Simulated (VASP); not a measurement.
Energy against volume of CsCl (CsCl type). Calculation: RPBE GGA, VASP's PBE PAW potentials (set 64) (plane waves; VASP). Numerical set-up: 520 eV cut-off, 6×6×6 Γ-centred mesh, Gaussian smearing of 0.050 eV, potentials Cs_sv Cl.

| V (Å³/atom) | E (eV/atom) |
|---|---|
| 39.487 | -3.08005 |
| 40.747 | -3.08465 |
| 42.007 | -3.08638 |
| 43.267 | -3.08570 |

Q: Fit these four points and predict the energy of the run at 44.528 Å³/atom.

A: A cubic in V^(−2/3), the third-order Birch-Murnaghan form, passes through the four points with V0 = 42.25 Å³/atom and B0 = 10 GPa, and gives -3.0830 eV/atom there. The run gave -3.0830 eV/atom, -0.0 meV/atom from the fit; all five points give B0 = 10 GPa.

The compound is CsCl in the CsCl type structure. It was relaxed first, which changed the volume by +21 %.
